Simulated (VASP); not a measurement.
The system is TaN.

```
Ta N
1.0
     0.00000    2.21132    2.21132
     2.21132    0.00000    2.21132
     2.21132    2.21132    0.00000
Ta N
1 1
Direct
  0.50000 0.50000 0.50000
  0.00000 0.00000 0.00000
```

The cell comes from a database or a generator and needn't be the stable form of this composition.

```yaml
Program: VASP 6.6.1
Task: relaxation of cell and atoms
Functional: PBEsol
Potentials_or_basis: VASP PAW PBE potentials, release 64 (Ta_pv, N)
Cutoff: 600 eV
k_mesh: 16 × 16 × 16
Occupations: gaussian, width 0.1 eV
Spin: no spin polarisation
```

At the start: pressure -9.9 GPa; volume 10.81 Å³/atom.

Q: Where does the relaxation end?

A: Over 4 steps the energy falls by 10.0 meV/atom and the volume is 10.50 Å³/atom (-2.9 %); space group Fm-3m (No. 225, to 0.05 Å).

Step by step:
| step | energy change (eV) | largest force (eV/Å) | pressure (GPa) | volume (Å³) |
| --- | --- | --- | --- | --- |
| 1 | 0.0000 | 0.0000 | -9.88 | 21.63 |
| 2 | 0.0969 | 0.0000 | 28.63 | 19.61 |
| 3 | -0.0199 | 0.0000 | -0.25 | 21.01 |
| 4 | -0.0199 | 0.0000 | -0.02 | 21.00 |

Final structure:
```
Ta N
1.0
     0.00000    2.18975    2.18975
     2.18975    0.00000    2.18975
     2.18975    2.18975    0.00000
Ta N
1 1
Direct
  0.50000 0.50000 0.50000
  0.00000 0.00000 0.00000
```

Caveat: the PAW data sets were made with another functional, which shifts forces and pressure a little.
